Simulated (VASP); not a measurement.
Data:

```yaml
crystal:
  lattice:
    - [0.00000, 2.52474, 2.52474]
    - [2.52474, 0.00000, 2.52474]
    - [2.52474, 2.52474, 0.00000]
  atoms:
    - { symbol: Hf, position: [0.00000, 0.00000, 0.00000] }
    - { symbol: O, position: [0.25000, 0.25000, 0.25000] }
    - { symbol: O, position: [0.75000, 0.75000, 0.75000] }
```

These are optB86b-vdW, VASP's PBE PAW potentials (set 64) (plane waves; VASP) values and carry that method's errors. Run with 520 eV cut-off, 8×8×8 Γ-centred mesh, Gaussian smearing of 0.050 eV, potentials Hf_pv O.

Task: Give the energy at these volumes per atom, relative to the lowest: 10.08, 10.40, 10.72, 11.04, 11.36 Å³.

Result: 36.4, 8.9, 0.0, 7.1, 27.8 meV/atom. A third-order Birch-Murnaghan fit gives B0 = 264 GPa and B0′ = 4.3.

The compound is HfO2 in the fluorite structure, the high-temperature cubic form, which is unstable at 0 K; the monoclinic form is the stable one. It was relaxed first.
